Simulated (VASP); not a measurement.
# Te₂Mo: computed properties

The numbers are results of r2SCAN meta-GGA, VASP's PBE PAW potentials (set 64) (plane waves; VASP 6.6.1), not measurements.

```
Item                                                                                                Value
---------------------------------------------  ----------------------------------------------------------
space group                                                                                   P-6m2 (187)
cell                                           a = b = 3.560 Å, c = 17.490 Å, α = β = 90.00°, γ = 120.00°
band gap (over mesh and band path)                                                                1.13 eV
smallest direct gap (over mesh and band path)                                                     1.13 eV
band-edge character                                                                        direct, K to K
```

```
CELL_PARAMETERS angstrom
      3.56031     0.00000     0.00000
     -1.78016     3.08332     0.00000
      0.00000     0.00000    17.49005
ATOMIC_POSITIONS crystal
  Te 0.33333 0.66667 0.89764
  Te 0.33333 0.66667 0.10236
  Mo 0.00000 0.00000 0.00000
```

The cell holds vacuum, so volume and density refer to the whole cell. The cell holds a wide vacuum, so values per volume refer to the whole cell. Unless said otherwise, spin-orbit coupling is left out, though it shifts the bands of the heavy elements here.

The cell is a sheet with vacuum, built from a database entry that may be metastable or hypothetical.
